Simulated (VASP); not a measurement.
Output of a VASP run:

File OSZICAR:
```
       N       E                     dE             d eps       ncg     rms          rms(c)
DAV:   1     0.112467408287E+03    0.11247E+03   -0.80861E+03  1456   0.119E+03
DAV:   2     0.531956385520E+01   -0.10715E+03   -0.10227E+03  1566   0.264E+02
DAV:   3     0.780848692126E+00   -0.45387E+01   -0.45202E+01  1781   0.563E+01
DAV:   4     0.734404644323E+00   -0.46444E-01   -0.46434E-01  1959   0.523E+00
DAV:   5     0.734179990066E+00   -0.22465E-03   -0.22465E-03  1806   0.311E-01    0.694E+00
DAV:   6     0.937745487130E+00    0.20357E+00   -0.50704E-01  1656   0.102E+01    0.562E+00
DAV:   7     0.943508357608E+00    0.57629E-02   -0.10174E-01  1586   0.247E+00    0.213E+00
DAV:   8     0.944306041795E+00    0.79768E-03   -0.95549E-03  1526   0.131E+00    0.576E-01
DAV:   9     0.944338134016E+00    0.32092E-04   -0.82076E-04  1761   0.351E-01    0.105E-01
DAV:  10     0.944315972711E+00   -0.22161E-04   -0.92281E-05  1623   0.102E-01    0.491E-02
DAV:  11     0.944306224494E+00   -0.97482E-05   -0.23504E-05  1551   0.428E-02    0.232E-02
DAV:  12     0.944307278457E+00    0.10540E-05   -0.33287E-06  1591   0.155E-02    0.127E-02
DAV:  13     0.944307309055E+00    0.30598E-07   -0.21545E-07  1601   0.382E-03
   1 F= 0.94430731E+00 E0= 0.94430731E+00  d E =0.000000E+00
```

File OUTCAR:
```
------------------------ aborting loop because EDIFF is reached ----------------------------------------
  FORCE on cell =-STRESS in cart. coord.  units (eV):
  Direction    XX          YY          ZZ          XY          YZ          ZX
  --------------------------------------------------------------------------------------
  Total       -0.0126422     -0.0126422     -0.0126422      0.0000000      0.0000000      0.0000000
  in kB       -0.2836727     -0.2836727     -0.2836727      0.0000000      0.0000000      0.0000000
  external PRESSURE =      -0.2836727 kB  Pullay stress =       0.0000000 kB
  volume of cell :       71.40
      direct lattice vectors                 reciprocal lattice vectors
     0.000000000  3.292769802  3.292769802    -0.151847845  0.151847845  0.151847845
     3.292769802  0.000000000  3.292769802     0.151847845 -0.151847845  0.151847845
     3.292769802  3.292769802  0.000000000     0.151847845  0.151847845 -0.151847845
 POSITION                                       TOTAL-FORCE (eV/Angst)
 -----------------------------------------------------------------------------------
      0.00000      0.00000      0.00000        -0.000000     -0.000000     -0.000000
      1.64638      1.64638      1.64638         0.000000      0.000000      0.000000
 -----------------------------------------------------------------------------------
    total drift:                                0.000000      0.000000      0.000000
  FREE ENERGIE OF THE ION-ELECTRON SYSTEM (eV)
  ---------------------------------------------------
  free  energy   TOTEN  =         0.9443073091 eV

  energy  without entropy=        0.9443073091  energy(sigma->0) =        0.94430731

 total charge

# of ion       s       p       d       tot
------------------------------------------
    1        0.747   0.376   9.356  10.480
    2        1.376   1.946   0.028   3.349
--------------------------------------------------
tot          2.123   2.322   9.384  13.829
```
(Selected blocks of OUTCAR.)

**POSCAR**
```
HgTe
1
    0.0000000000     3.2927698024     3.2927698024
    3.2927698024     0.0000000000     3.2927698024
    3.2927698024     3.2927698024     0.0000000000
Hg Te
1 1
Direct
  0.0000000000   0.0000000000   0.0000000000
  0.2500000000   0.2500000000   0.2500000000
```

**Question.** Reconstruct the remaining input files.

**Answer.** Several could match; the one computed here: the input of the run itself, optB86b-vdW, plane waves, VASP's PBE PAW potentials (set 64).

**KPOINTS**
```
Automatic mesh
0
Gamma
11 11 11
0 0 0
```

### INCAR
```
LMAXMIX = 6   # l cut-off of mixed one-centre charges
LASPH = T
LCHARG = T
LWAVE = F
ISIF = 2   # forces and stress, cell fixed
EDIFF = 1E-7
LREAL = F   # projection in real space or not
LUSE_VDW = T
ISMEAR = -5   # tetrahedra, Bloechl
LORBIT = 11
AGGAC = 0.0
PARAM1 = 0.1234
PARAM2 = 1.0
NELM = 100   # most electronic steps
GGA = MK
ALGO = Normal   # blocked Davidson
PREC = Accurate
NEDOS = 601   # DOS grid
SYSTEM = HgTe
ENCUT = 520   # plane-wave cut-off (eV)
```

POTCAR, in this order: Hg Te (PBE.64 set). Program: vasp_std.

For a metal the tetrahedron method with Blöchl corrections gives inexact stress and forces.

The compound is HgTe in the zinc blende structure. It was relaxed first, which changed the volume by +6 %.
